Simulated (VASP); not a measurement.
An input for Quantum ESPRESSO's pw.x (written as the equivalent of a VASP run, and not itself run):

```
&CONTROL
  calculation = 'vc-relax'
  pseudo_dir = './pseudo'
  outdir = './out'
  tprnfor = .true.
  tstress = .true.
  nstep = 40
  forc_conv_thr = 0.00078
/
&SYSTEM
  ibrav = 0
  nat = 2
  ntyp = 2
  ecutwfc = 86
  occupations = 'smearing'
  smearing = 'gaussian'
  degauss = 0.003675
  input_dft = 'pbesol'
/
&ELECTRONS
  conv_thr = 7.3e-08
  electron_maxstep = 100
/
&IONS
/
&CELL
  press = 100
/
ATOMIC_SPECIES
  Zn 65.380 Zn.upf
  Se 78.971 Se.upf
CELL_PARAMETERS angstrom
     0.0000000    2.7591782    2.7591782
     2.7591782    0.0000000    2.7591782
     2.7591782    2.7591782    0.0000000
ATOMIC_POSITIONS crystal
  Zn   0.0000000  0.0000000  0.0000000
  Se   0.2500000  0.2500000  0.2500000
K_POINTS automatic
  8 8 8 0 0 0
```

Question: Write the VASP files for the same calculation (PBEsol).

Answer: This is not unique; one that fits is 
INCAR:
```
SYSTEM = ZnSe
PREC = Accurate; ENCUT = 500; LREAL = .FALSE.
LASPH = .TRUE.
EDIFF = 1E-6; NELM = 100; ALGO = Normal
LMAXMIX = 4
ISMEAR = 0; SIGMA = 0.05
GGA = PS
IBRION = 2; NSW = 40; ISIF = 3
EDIFFG = -0.02; PSTRESS = 100
LWAVE = .FALSE.; LCHARG = .FALSE.
```

### KPOINTS
```
K-points
0
Gamma
8 8 8
```

File POSCAR:
```
ZnSe
1
    0.0000000000     2.7591781875     2.7591781875
    2.7591781875     0.0000000000     2.7591781875
    2.7591781875     2.7591781875     0.0000000000
Zn Se
1 1
Direct
  0.0000000000   0.0000000000   0.0000000000
  0.2500000000   0.2500000000   0.2500000000
```

POTCAR, in this order: Zn Se (PBE.64 set). Program: vasp_std.

Limits of the translation: the potentials are each code's own (VASP's PAW set, PseudoDojo norm-conserving files in pw.x), so ENCUT and ecutwfc are chosen apart and not converted; conv_thr bounds pw.x's estimated SCF error, while EDIFF bounds the energy change between steps; forc_conv_thr acts on force components and is met together with etot_conv_thr.

The compound is ZnSe in the zinc blende structure. This run relaxes it under an external pressure of 10 GPa. Symmetry was kept, so distortions that lower it aren't found.
